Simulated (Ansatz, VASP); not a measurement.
# MoPb2: VASP beside Ansatz, part 2 of 2

Wanted: the spread between two codes on one cell, functional and k mesh. The cell is generated by rule, not measured, and may not be a known phase. The cell is taken from a series of runs on this material, whose earlier steps may have relaxed, scaled, displaced or heated it; both programs get it as it stands.

VASP 6.6.1 and Ansatz 0.2.0.

So far: The starting structure; Ansatz: zone-centre phonons, PBEsol.

## Step 3: VASP: zone-centre phonons, PBEsol

Level of this step: PBEsol; plane waves and PAW (Pb_d, Mo_sv); invented cell (VASP).

The same cell, functional, mesh and smearing now go to VASP, with its own data sets.

Lines of VASP's logs that name or quote its potential files are left out, and so is its time.

The input, INCAR:

```
SYSTEM = MoPb2
PREC = Accurate
ENCUT = 500
EDIFF = 1E-08
NELM = 120
ISMEAR = 1
SIGMA = 0.2
LREAL = .FALSE.
ALGO = Normal
GGA = PS
NBANDS = 27
LASPH = .TRUE.
LORBIT = 11
LWAVE = .FALSE.
LCHARG = .FALSE.
ISIF = 2
IBRION = 8
GGA_COMPAT = .FALSE.
KPAR = 2
```

The input, POSCAR:

```
MoPb2
1.0
   -1.8193535134      1.8193535134      4.8736973604
    1.8193535134     -1.8193535134      4.8736973604
    1.8193535134      1.8193535134     -4.8736973604
Pb Mo
2 1
Direct
    0.6541899867      0.6541899867      0.0000000000
    0.3458100133      0.3458100133      0.0000000000
    0.0000000000      0.0000000000      0.0000000000
```

The input, KPOINTS:

```
Automatic mesh
0
Gamma
16 16 16
0 0 0
```

Potentials, in the order of the species: Pb_d and Mo_sv (PBE family, release 64).

On the command line:

```
> mpirun -np 2 vasp_std
```

Numbers of over 12 decimals in the logs are rounded to 6 here.

Output:

```text
[banner, memory and clock lines left out]
running    2 mpi-ranks, on    1 nodes
 distrk:  each k-point on    1 cores,    2 groups
 distr:  one band on    1 cores,    1 groups

 POSCAR found type information on POSCAR PbMo
 POSCAR found :  2 types and       3 ions
|                                                                             |
|               ----> ADVICE to this user running VASP <----                  |
|                                                                             |
|     You enforced a specific xc type in the INCAR file but a different       |
|     [... a line on the potential file left out ...]
|     I HOPE YOU KNOW WHAT YOU ARE DOING!                                     |
|                                                                             |

 LDA part: xc-table for (Slater+PW92), standard interpolation
 POSCAR, INCAR and KPOINTS ok, starting setup
 FFT: planning ... GRIDC
 FFT: planning ... GRID_SOFT
 FFT: planning ... GRID
 WAVECAR not read
 entering main loop
       N       E                     dE             d eps       ncg     rms          rms(c)
DAV:   1     0.507205596233E+03    0.50721E+03   -0.20963E+04 18870   0.193E+03
DAV:   2     0.216384241370E+02   -0.48557E+03   -0.47663E+03 19067   0.514E+02
DAV:   3    -0.173118516902E+02   -0.38950E+02   -0.38054E+02 24224   0.174E+02
DAV:   4    -0.186111120139E+02   -0.12993E+01   -0.12907E+01 23582   0.319E+01
DAV:   5    -0.186511101681E+02   -0.39998E-01   -0.39987E-01 25805   0.577E+00    0.898E+00
DAV:   6    -0.182043875376E+02    0.44672E+00   -0.55149E+00 20339   0.110E+01    0.264E+00
DAV:   7    -0.179919632828E+02    0.21242E+00   -0.16394E+00 22703   0.686E+00    0.199E+00
DAV:   8    -0.179515291517E+02    0.40434E-01   -0.15531E-01 20820   0.298E+00    0.402E-01
DAV:   9    -0.179494297110E+02    0.20994E-02   -0.67278E-03 27806   0.711E-01    0.140E-01
DAV:  10    -0.179491821037E+02    0.24761E-03   -0.10428E-03 22270   0.246E-01    0.374E-02
DAV:  11    -0.179491853341E+02   -0.32304E-05   -0.56694E-05 21967   0.498E-02    0.183E-02
DAV:  12    -0.179491841432E+02    0.11909E-05   -0.13837E-05 26062   0.269E-02    0.354E-03
DAV:  13    -0.179491838822E+02    0.26099E-06   -0.87767E-07 24067   0.695E-03    0.168E-03
DAV:  14    -0.179491838830E+02   -0.83128E-09   -0.92772E-08 21272   0.176E-03
   1 F= -.17949184E+02 E0= -.17948720E+02  d E =-.139126E-02
 Linear response reoptimize wavefunctions to high precision
DAV:   1    -0.179491838245E+02    0.58498E-07   -0.36305E-09 14251   0.540E-04
DAV:   2    -0.179491838246E+02   -0.70031E-10   -0.63770E-10 11208   0.294E-04
 Linear response DOF=           4
 Linear response progress:
  Degree of freedom:   1/  4
       N       E                     dE             d eps       ncg     rms          rms(c)
RMM:   1    -0.325794519495E+00   -0.32579E+00   -0.66113E-02 78261   0.530E+00
RMM:   2    -0.328269572081E+00   -0.24751E-02   -0.23195E-02 93286   0.105E+00    0.458E-02
RMM:   3    -0.328515634195E+00   -0.24606E-03   -0.30030E-03106374   0.378E-01    0.250E-02
RMM:   4    -0.328345875381E+00    0.16976E-03   -0.32896E-04108594   0.128E-01    0.849E-03
RMM:   5    -0.328334355898E+00    0.11519E-04   -0.57585E-05112530   0.501E-02    0.347E-03
RMM:   6    -0.328336302672E+00   -0.19468E-05   -0.60571E-06108844   0.158E-02    0.996E-04
RMM:   7    -0.328337124882E+00   -0.82221E-06   -0.98628E-07109148   0.638E-03    0.502E-04
RMM:   8    -0.328334524217E+00    0.26007E-05   -0.82712E-08107619   0.290E-03    0.118E-04
RMM:   9    -0.328334241349E+00    0.28287E-06    0.56327E-08109841   0.146E-03    0.714E-05
RMM:  10    -0.328333878915E+00    0.36243E-06   -0.20929E-09110467   0.766E-04    0.240E-05
RMM:  11    -0.328333622474E+00    0.25644E-06    0.93476E-08111908   0.452E-04    0.431E-06
RMM:  12    -0.328333598239E+00    0.24235E-07    0.49839E-08112308   0.288E-04    0.324E-06
RMM:  13    -0.328333568086E+00    0.30153E-07   -0.15135E-10117717   0.213E-04    0.127E-06
RMM:  14    -0.328333556403E+00    0.11683E-07   -0.15402E-08124066   0.172E-04    0.701E-07
RMM:  15    -0.328333534028E+00    0.22375E-07   -0.15799E-08127440   0.152E-04    0.235E-07
RMM:  16    -0.328333533125E+00    0.90255E-09   -0.14218E-08122808   0.140E-04    0.148E-07
 first order change of Fermi-energy   0.69963E-04
 force on displaced ion       1 direction 1 :  -5.144   0.000   0.000
 Linear response progress:
  Degree of freedom:   2/  4
       N       E                     dE             d eps       ncg     rms          rms(c)
RMM:   1    -0.342515058172E+00   -0.34252E+00   -0.81493E-02 24690   0.523E+00
RMM:   2    -0.345169549744E+00   -0.26545E-02   -0.26010E-02 29877   0.108E+00    0.770E-02
RMM:   3    -0.345331269794E+00   -0.16172E-03   -0.31787E-03 32402   0.401E-01    0.633E-02
RMM:   4    -0.345246730205E+00    0.84540E-04   -0.39828E-04 33116   0.147E-01    0.344E-02
RMM:   5    -0.345124050646E+00    0.12268E-03   -0.77723E-05 34855   0.627E-02    0.678E-03
RMM:   6    -0.345115480668E+00    0.85700E-05   -0.77739E-06 34405   0.201E-02    0.237E-03
RMM:   7    -0.345115039433E+00    0.44124E-06   -0.10908E-06 35437   0.780E-03    0.772E-04
RMM:   8    -0.345112864549E+00    0.21749E-05   -0.64203E-08 31871   0.357E-03    0.289E-04
RMM:   9    -0.345110498888E+00    0.23657E-05   -0.15197E-08 35483   0.180E-03    0.822E-05
RMM:  10    -0.345109879983E+00    0.61891E-06    0.21532E-07 35331   0.908E-04    0.422E-05
RMM:  11    -0.345109602891E+00    0.27709E-06    0.26339E-08 35946   0.480E-04    0.987E-06
RMM:  12    -0.345109660783E+00   -0.57891E-07   -0.32318E-08 35468   0.302E-04    0.388E-06
RMM:  13    -0.345109688143E+00   -0.27361E-07   -0.84001E-08 36183   0.213E-04    0.215E-06
RMM:  14    -0.345109681563E+00    0.65801E-08   -0.19520E-08 33291   0.172E-04    0.126E-06
 first order change of Fermi-energy   0.20491E+00
 force on displaced ion       1 direction 3 :   0.000   0.000  -9.374
 Linear response progress:
  Degree of freedom:   3/  4
       N       E                     dE             d eps       ncg     rms          rms(c)
RMM:   1    -0.788676680170E+00   -0.78868E+00    0.45036E+00 44314   0.142E+01
RMM:   2    -0.594877818422E+00    0.19380E+00   -0.29965E-01 54220   0.252E+00    0.136E-01
RMM:   3    -0.594274395081E+00    0.60342E-03   -0.27808E-02 61852   0.824E-01    0.668E-02
RMM:   4    -0.594116225880E+00    0.15817E-03   -0.23907E-03 63977   0.246E-01    0.393E-02
RMM:   5    -0.594129815532E+00   -0.13590E-04   -0.53504E-04 67259   0.115E-01    0.955E-03
RMM:   6    -0.594152720346E+00   -0.22905E-04   -0.76427E-05 68936   0.352E-02    0.215E-03
RMM:   7    -0.594166430243E+00   -0.13710E-04   -0.22096E-05 68819   0.147E-02    0.125E-03
RMM:   8    -0.594179703856E+00   -0.13274E-04   -0.69164E-06 68245   0.724E-03    0.695E-04
RMM:   9    -0.594197242746E+00   -0.17539E-04   -0.25405E-06 68856   0.394E-03    0.287E-04
RMM:  10    -0.594203237826E+00   -0.59951E-05   -0.12954E-06 67378   0.212E-03    0.857E-05
RMM:  11    -0.594202013174E+00    0.12247E-05   -0.11129E-06 68814   0.115E-03    0.211E-05
RMM:  12    -0.594202100966E+00   -0.87792E-07   -0.65775E-07 72176   0.683E-04    0.282E-05
RMM:  13    -0.594203584620E+00   -0.14837E-05   -0.48272E-07 70789   0.482E-04    0.920E-06
RMM:  14    -0.594203333669E+00    0.25095E-06   -0.33466E-07 68545   0.307E-04    0.945E-06
RMM:  15    -0.594203602908E+00   -0.26924E-06   -0.30120E-07 70391   0.223E-04    0.666E-06
RMM:  16    -0.594203916680E+00   -0.31377E-06   -0.19918E-07 70983   0.176E-04    0.149E-06
RMM:  17    -0.594203872886E+00    0.43793E-07   -0.14138E-07 63649   0.138E-04    0.476E-06
RMM:  18    -0.594204026508E+00   -0.15362E-06   -0.88830E-08 69463   0.123E-04    0.184E-06
RMM:  19    -0.594204159870E+00   -0.13336E-06   -0.80010E-08 72264   0.112E-04    0.105E-06
RMM:  20    -0.594204071936E+00    0.87935E-07   -0.57866E-08 58696   0.103E-04    0.207E-06
RMM:  21    -0.594204133689E+00   -0.61754E-07   -0.68763E-08 58817   0.980E-05    0.730E-07
RMM:  22    -0.594204133283E+00    0.40599E-09   -0.16449E-08 55547   0.941E-05    0.104E-06
 first order change of Fermi-energy  -0.14468E-02
 force on displaced ion       3 direction 1 :  -5.737   0.000  -0.000
 Linear response progress:
  Degree of freedom:   4/  4
       N       E                     dE             d eps       ncg     rms          rms(c)
RMM:   1    -0.821486848604E+00   -0.82149E+00    0.45885E+00 23496   0.143E+01
RMM:   2    -0.630474013351E+00    0.19101E+00   -0.30530E-01 29032   0.274E+00    0.122E-01
RMM:   3    -0.630040285110E+00    0.43373E-03   -0.25997E-02 31714   0.891E-01    0.548E-02
RMM:   4    -0.629923714507E+00    0.11657E-03   -0.20873E-03 35020   0.267E-01    0.319E-02
RMM:   5    -0.629878235205E+00    0.45479E-04   -0.50120E-04 35691   0.120E-01    0.936E-03
RMM:   6    -0.629861777728E+00    0.16457E-04   -0.70723E-05 38288   0.400E-02    0.424E-03
RMM:   7    -0.629875036422E+00   -0.13259E-04   -0.15349E-05 39220   0.148E-02    0.133E-03
RMM:   8    -0.629886416074E+00   -0.11380E-04   -0.45816E-06 34862   0.736E-03    0.750E-04
RMM:   9    -0.629894157463E+00   -0.77414E-05   -0.15577E-06 34870   0.395E-03    0.310E-04
RMM:  10    -0.629898153096E+00   -0.39956E-05   -0.10281E-06 38886   0.194E-03    0.189E-04
RMM:  11    -0.629901746638E+00   -0.35935E-05   -0.40533E-07 36358   0.110E-03    0.416E-05
RMM:  12    -0.629902103435E+00   -0.35680E-06   -0.46640E-07 36308   0.621E-04    0.157E-05
RMM:  13    -0.629901898148E+00    0.20529E-06   -0.25664E-07 39253   0.384E-04    0.898E-06
RMM:  14    -0.629902023214E+00   -0.12507E-06   -0.19421E-07 39570   0.258E-04    0.855E-06
RMM:  15    -0.629902289322E+00   -0.26611E-06   -0.19347E-07 39655   0.197E-04    0.349E-06
RMM:  16    -0.629902341553E+00   -0.52231E-07   -0.12412E-07 41718   0.153E-04    0.393E-06
RMM:  17    -0.629902524038E+00   -0.18249E-06   -0.10933E-07 38184   0.134E-04    0.112E-06
RMM:  18    -0.629902544872E+00   -0.20834E-07   -0.34608E-08 37403   0.118E-04    0.503E-07
RMM:  19    -0.629902531475E+00    0.13398E-07   -0.60658E-08 32085   0.109E-04    0.929E-07
RMM:  20    -0.629902545260E+00   -0.13786E-07   -0.51019E-08 31895   0.104E-04    0.788E-07
RMM:  21    -0.629902545284E+00   -0.23319E-10   -0.53177E-08 29593   0.101E-04    0.104E-06
 first order change of Fermi-energy   0.15319E-02
 force on displaced ion       3 direction 3 :   0.000   0.000  -2.893
 Linear response finished
```

From OUTCAR (step 3):

```text
ion  position               nearest neighbor table
   1  0.654  0.654  0.000-   3 2.98   3 2.98   3 2.98   3 2.98   2 3.01   2 3.18   2 3.18   2 3.18
                             2 3.18   3 3.37
   2  0.346  0.346  0.000-   3 2.98   3 2.98   3 2.98   3 2.98   1 3.01   1 3.18   1 3.18   1 3.18
                             1 3.18   3 3.37
   3  0.000  0.000  0.000-   2 2.98   1 2.98   1 2.98   1 2.98   1 2.98   2 2.98   2 2.98   2 2.98
                             1 3.37   2 3.37

  LATTYP: Found a body centered tetragonal cell.
 ALAT       =     3.6387070268
 C/A-ratio  =     2.6788072381

 Subroutine GETGRP returns: Found 16 space group operations
 (whereof 16 operations were pure point group operations)

The static configuration has the point symmetry D_4h.

 Found    349 irreducible k-points:

   k-points           NKPTS =    349   k-points in BZ     NKDIM =    349   number of bands    NBANDS=     27

   dimension x,y,z NGX =    40 NGY =   40 NGZ =   40
   dimension x,y,z NGXF=    80 NGYF=   80 NGZF=   80

   ENCUT  =  500.0 eV  36.75 Ry    6.06 a.u.  10.05 10.05 10.05*2*pi/ulx,y,z

   NELECT =      42.0000    total number of electrons

 k-points in reciprocal lattice and weights: Automatic mesh
   0.00000000  0.00000000  0.00000000       0.000
   0.06250000  0.00000000  0.00000000       0.002
   0.12500000  0.00000000  0.00000000       0.002
   0.18750000  0.00000000  0.00000000       0.002
   0.25000000  0.00000000  0.00000000       0.002
   0.31250000  0.00000000  0.00000000       0.002
   0.37500000  0.00000000  0.00000000       0.002
   0.43750000 -0.00000000  0.00000000       0.002
   0.50000000  0.00000000  0.00000000       0.001
[...]
-0.43750000 -0.43750000  0.43750000       0.000
   0.50000000  0.50000000  0.50000000       0.000

 average (electrostatic) potential at core
       1 -86.8489       2 -86.8489       3 -71.1922

  Total        0.0203965      0.0203965      0.0172583      0.0000000     -0.0000000      0.0000000
  in kB        0.5064242      0.5064242      0.4285038      0.0000000     -0.0000000      0.0000000
  external PRESSURE =       0.4804507 kB  Pullay stress =       0.0000000 kB

  energy-cutoff  :      500.00
  volume of cell :       64.53
      direct lattice vectors                 reciprocal lattice vectors
    -1.819353513  1.819353513  4.873697360     0.000000000  0.274822895  0.102591516
     1.819353513 -1.819353513  4.873697360     0.274822895  0.000000000  0.102591516
     1.819353513  1.819353513 -4.873697360     0.274822895  0.274822895  0.000000000

 POSITION                                       TOTAL-FORCE (eV/Angst)
 -----------------------------------------------------------------------------------
      0.00000      0.00000      6.37665         0.000000      0.000000      0.000332
      0.00000      0.00000      3.37075         0.000000     -0.000000     -0.000332
      0.00000      0.00000      0.00000        -0.000000     -0.000000      0.000000
 -----------------------------------------------------------------------------------
    total drift:                                0.000000      0.000000     -0.000000

 Eigenvectors and eigenvalues of the dynamical matrix
 ----------------------------------------------------

   1 f  =    4.516523 THz    28.378150 2PiTHz  150.654985 cm-1    18.678829 meV
             X         Y         Z           dx          dy          dz
      0.000000  0.000000  6.376648     0.000000    0.000000   -0.707107
      0.000000  0.000000  3.370747     0.000000   -0.000000    0.707107
      0.000000  0.000000  0.000000    -0.000000   -0.000000    0.000000

   2 f  =    4.242249 THz    26.654838 2PiTHz  141.506204 cm-1    17.544525 meV
             X         Y         Z           dx          dy          dz
      0.000000  0.000000  6.376648     0.013921    0.306262    0.000000
      0.000000  0.000000  3.370747     0.013921    0.306262   -0.000000
      0.000000  0.000000  0.000000    -0.040917   -0.900192    0.000000

   3 f  =    4.242249 THz    26.654838 2PiTHz  141.506204 cm-1    17.544525 meV
             X         Y         Z           dx          dy          dz
      0.000000  0.000000  6.376648    -0.306262    0.013921   -0.000000
      0.000000  0.000000  3.370747    -0.306262    0.013921    0.000000
      0.000000  0.000000  0.000000     0.900192   -0.040917    0.000000

   4 f  =    3.014308 THz    18.939456 2PiTHz  100.546495 cm-1    12.466171 meV
             X         Y         Z           dx          dy          dz
      0.000000  0.000000  6.376648     0.000000   -0.000000   -0.307232
      0.000000  0.000000  3.370747     0.000000   -0.000000   -0.307232
      0.000000  0.000000  0.000000    -0.000000    0.000000    0.900676

   5 f  =    2.958505 THz    18.588833 2PiTHz   98.685095 cm-1    12.235387 meV
             X         Y         Z           dx          dy          dz
      0.000000  0.000000  6.376648     0.682328    0.185549    0.000000
      0.000000  0.000000  3.370747    -0.682328   -0.185549   -0.000000
      0.000000  0.000000  0.000000     0.000000   -0.000000    0.000000

   6 f  =    2.958505 THz    18.588833 2PiTHz   98.685095 cm-1    12.235387 meV
             X         Y         Z           dx          dy          dz
      0.000000  0.000000  6.376648     0.185549   -0.682328   -0.000000
      0.000000  0.000000  3.370747    -0.185549    0.682328    0.000000
      0.000000  0.000000  0.000000     0.000000    0.000000    0.000000

   7 f/i=    0.000067 THz     0.000421 2PiTHz    0.002237 cm-1     0.000277 meV
             X         Y         Z           dx          dy          dz
      0.000000  0.000000  6.376648     0.068598    0.633486    0.000000
      0.000000  0.000000  3.370747     0.068598    0.633486    0.000000
      0.000000  0.000000  0.000000     0.046677    0.431047    0.000000

   8 f/i=    0.000067 THz     0.000421 2PiTHz    0.002237 cm-1     0.000277 meV
             X         Y         Z           dx          dy          dz
      0.000000  0.000000  6.376648     0.633486   -0.068598   -0.000000
      0.000000  0.000000  3.370747     0.633486   -0.068598   -0.000000
      0.000000  0.000000  0.000000     0.431047   -0.046677   -0.000000

   9 f/i=    0.003046 THz     0.019136 2PiTHz    0.101591 cm-1     0.012596 meV
             X         Y         Z           dx          dy          dz
      0.000000  0.000000  6.376648    -0.000000    0.000000   -0.636874
      0.000000  0.000000  3.370747    -0.000000    0.000000   -0.636874
      0.000000  0.000000  0.000000    -0.000000    0.000000   -0.434491

 ELASTIC MODULI CONTR FROM IONIC RELAXATION (kBar)
 Direction    XX          YY          ZZ          XY          YZ          ZX
 --------------------------------------------------------------------------------
 XX          -5.6678     -5.6678     53.8532      0.0000      0.0000      0.0000
 YY          -5.6678     -5.6678     53.8532      0.0000      0.0000      0.0000
 ZZ          53.8532     53.8532   -511.6903      0.0000     -0.0000     -0.0000
 XY           0.0000      0.0000      0.0000      0.0000      0.0000      0.0000
 YZ           0.0000      0.0000     -0.0000      0.0000     -7.2815      0.0000
 ZX           0.0000      0.0000     -0.0000      0.0000      0.0000    -19.0899
 --------------------------------------------------------------------------------
```

## Step 4: Comparison

Known differences besides the potentials themselves: the cutoff is 420 eV in Ansatz and 500 eV in VASP; Ansatz makes its cores anew for this functional, VASP keeps those of its PBE data sets. Total energies have different zeros and are not compared.

Both answers:

```
                  quantity  Ansatz   VASP  difference
optical mode 1 to 2 (cm⁻¹)    98.7   98.7     -0.04 %
     optical mode 3 (cm⁻¹)   100.3  100.5     -0.28 %
optical mode 4 to 5 (cm⁻¹)   141.1  141.5     -0.27 %
     optical mode 6 (cm⁻¹)   150.5  150.7     -0.12 %
```

Modes are paired by rising frequency, not by their patterns, so a pair may set unlike modes beside each other; they are those without the splitting of longitudinal modes.

## Step 5: Outcome

| Property | Result |
| --- | --- |
| r.m.s. difference of the optical zone-centre modes, each program's sorted by frequency (zone-centre phonons, PBEsol) | 0.26 cm⁻¹ |

**Reading.** The r.m.s. difference of the optical zone-centre modes, each program's sorted by frequency is 0.26 cm⁻¹ (zone-centre phonons, PBEsol). How closely two codes agree says nothing of how well the functional describes the real material.

[Lines on the potential files, build, host, timing and source positions are cut from VASP's logs without a mark.]

[Logs are printed without paths, hosts, clocks, repeated set-up lines and the standing remarks that a program may print on its own settings, such as how far it seeks lower states.]

[Hosts, paths, dates, database ids (printed as entryN), source tags and the programs' standing remarks are cut or masked in the printed files.]
